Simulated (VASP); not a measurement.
All values below come from PBE GGA, VASP's PBE PAW potentials (set 64) (plane waves; VASP 6.6.1).

VASP ran on this input.

INCAR:
```
SYSTEM = BN
PREC = Accurate
ENCUT = 520
EDIFF = 1E-6
NELM = 100
ALGO = Normal
LREAL = .FALSE.
LASPH = .TRUE.
ISMEAR = 0
SIGMA = 0.05
GGA = PE
LWAVE = .FALSE.
LCHARG = .FALSE.
ISIF = 2
NBANDS = 24
```

POSCAR:
```
BN
1
    1.2750000000    -2.2083650000     0.0000000000
    1.2750000000     2.2083650000     0.0000000000
    0.0000000000     0.0000000000     4.2200000000
B N
2 2
Direct
  0.6666670000   0.3333330000   0.5000000000
  0.3333330000   0.6666670000   0.0000000000
  0.6666670000   0.3333330000   0.8750000000
  0.3333330000   0.6666670000   0.3750000000
```

**KPOINTS**
```
Automatic mesh
0
Gamma
11 11 6
0 0 0
```

POTCAR, in this order: B N (PBE.64 set). Program: vasp_std.

The resulting files:

OUTCAR:
```
 ion  position               nearest neighbor table
   1  0.667  0.333  0.500-   4 1.56   4 1.56   4 1.56   3 1.58
   2  0.333  0.667  0.000-   3 1.56   3 1.56   3 1.56   4 1.58
   3  0.667  0.333  0.875-   2 1.56   2 1.56   2 1.56   1 1.58
   4  0.333  0.667  0.375-   1 1.56   1 1.56   1 1.56   2 1.58
  LATTYP: Found a hexagonal cell.
 ALAT       =     2.5500001908
 C/A-ratio  =     1.6549018369
 Subroutine PRICEL returns:
 Original cell was already a primitive cell.
 Subroutine GETGRP returns: Found 12 space group operations
The static configuration has the point symmetry C_3v.
 The point group associated with its full space group is C_6v.
The dynamic configuration has the point symmetry C_3v.
 Subroutine INISYM returns: Found 12 space group operations
 Subroutine IBZKPT returns following result:
 Found     64 irreducible k-points:

 Following reciprocal coordinates:
            Coordinates               Weight
  0.000000  0.000000  0.000000      1.000000
  0.090909 -0.000000  0.000000      6.000000
  0.181818  0.000000  0.000000      6.000000
  0.272727 -0.000000  0.000000      6.000000
  0.363636 -0.000000  0.000000      6.000000
  0.454545  0.000000  0.000000      6.000000
  0.090909  0.090909  0.000000      6.000000
  0.181818  0.090909  0.000000     12.000000
  0.272727  0.090909  0.000000     12.000000
  0.363636  0.090909  0.000000     12.000000
  0.454545  0.090909  0.000000      6.000000
  0.181818  0.181818  0.000000      6.000000
  0.272727  0.181818  0.000000     12.000000
  0.363636  0.181818  0.000000     12.000000
  0.272727  0.272727  0.000000      6.000000
  0.363636  0.272727  0.000000      6.000000
  0.000000  0.000000  0.166667      2.000000
  0.090909 -0.000000  0.166667     12.000000
  0.181818  0.000000  0.166667     12.000000
  0.272727 -0.000000  0.166667     12.000000
  0.363636 -0.000000  0.166667     12.000000
  0.454545  0.000000  0.166667     12.000000
  0.090909  0.090909  0.166667     12.000000
  0.181818  0.090909  0.166667     24.000000
  0.272727  0.090909  0.166667     24.000000
  0.363636  0.090909  0.166667     24.000000
  0.454545  0.090909  0.166667     12.000000
  0.181818  0.181818  0.166667     12.000000
  0.272727  0.181818  0.166667     24.000000
  0.363636  0.181818  0.166667     24.000000
  0.272727  0.272727  0.166667     12.000000
  0.363636  0.272727  0.166667     12.000000
  0.000000  0.000000  0.333333      2.000000
  0.090909 -0.000000  0.333333     12.000000
  0.181818  0.000000  0.333333     12.000000
  0.272727 -0.000000  0.333333     12.000000
  0.363636 -0.000000  0.333333     12.000000
  0.454545  0.000000  0.333333     12.000000
  0.090909  0.090909  0.333333     12.000000
  0.181818  0.090909  0.333333     24.000000
   k-points           NKPTS =     64   k-points in BZ     NKDIM =     64   number of bands    NBANDS=     24
   number of dos      NEDOS =    301   number of ions     NIONS =      4
   total plane-waves  NPLWV =  12800
   dimension x,y,z NGX =    20 NGY =   20 NGZ =   32
   dimension x,y,z NGXF=    40 NGYF=   40 NGZF=   64
   ions per type =               2   2
   PREC   = accura    normal or accurate (medium, high low for compatibility)
   ISTART =      0    job   : 0-new  1-cont  2-samecut
   ICHARG =      2    charge: 1-file 2-atom 10-const
   ISPIN  =      1    spin polarized calculation?
   LNONCOLLINEAR =      F non collinear calculations
   LSORBIT =      F    spin-orbit coupling
   INIWAV =      1    electr: 0-lowe 1-rand  2-diag
   ENCUT  =  520.0 eV  38.22 Ry    6.18 a.u.   4.74  4.74  7.85*2*pi/ulx,y,z
   NELM   =    100;   NELMIN=  2; NELMDL= -5     # of ELM steps
...
```

**OSZICAR**
```
       N       E                     dE             d eps       ncg     rms          rms(c)
DAV:   1     0.388879811537E+02    0.38888E+02   -0.75431E+03  3096   0.648E+02
DAV:   2    -0.349601158643E+02   -0.73848E+02   -0.69659E+02  3960   0.186E+02
DAV:   3    -0.367557423403E+02   -0.17956E+01   -0.17845E+01  3560   0.242E+01
DAV:   4    -0.367584076578E+02   -0.26653E-02   -0.26653E-02  3496   0.104E+00
DAV:   5    -0.367584105785E+02   -0.29208E-05   -0.29208E-05  3576   0.325E-02    0.945E+00
DAV:   6    -0.349950766024E+02    0.17633E+01   -0.11705E+00  3448   0.907E+00    0.449E+00
DAV:   7    -0.348586834969E+02    0.13639E+00   -0.26503E-01  3440   0.318E+00    0.275E+00
DAV:   8    -0.348319058820E+02    0.26778E-01   -0.36441E-02  3216   0.126E+00    0.246E-01
DAV:   9    -0.348314035157E+02    0.50237E-03   -0.10813E-03  3344   0.314E-01    0.141E-01
DAV:  10    -0.348316728179E+02   -0.26930E-03   -0.28204E-04  3168   0.110E-01    0.200E-02
DAV:  11    -0.348316832395E+02   -0.10422E-04   -0.11247E-05  3616   0.275E-02    0.155E-02
DAV:  12    -0.348316837397E+02   -0.50017E-06   -0.24844E-06  3176   0.125E-02
   1 F= -.34831684E+02 E0= -.34831684E+02  d E =-.845114E-13
```

OUTCAR:
```
------------------------ aborting loop because EDIFF is reached ----------------------------------------
  FORCE on cell =-STRESS in cart. coord.  units (eV):
  Direction    XX          YY          ZZ          XY          YZ          ZX
  --------------------------------------------------------------------------------------
  Total        0.3324249      0.3324250      0.2247527      0.0000000      0.0000000      0.0000000
  in kB       22.4120046     22.4120091     15.1527689      0.0000000      0.0000000      0.0000000
  external PRESSURE =      19.9922608 kB  Pullay stress =       0.0000000 kB
  volume of cell :       23.76
      direct lattice vectors                 reciprocal lattice vectors
     1.275000000 -2.208365000  0.000000000     0.392156863 -0.226411848  0.000000000
     1.275000000  2.208365000  0.000000000     0.392156863  0.226411848  0.000000000
     0.000000000  0.000000000  4.220000000     0.000000000  0.000000000  0.236966825
  FREE ENERGIE OF THE ION-ELECTRON SYSTEM (eV)
  ---------------------------------------------------
  free  energy   TOTEN  =       -34.8316837397 eV

  energy  without entropy=      -34.8316837397  energy(sigma->0) =      -34.83168374
```
(Selected blocks of OUTCAR.)

The compound is BN in the wurtzite structure, a metastable high-pressure form. The cell was not relaxed at this level. The run is one of a series of settings (NBANDS = 24 against the base run), some of them coarse on purpose.
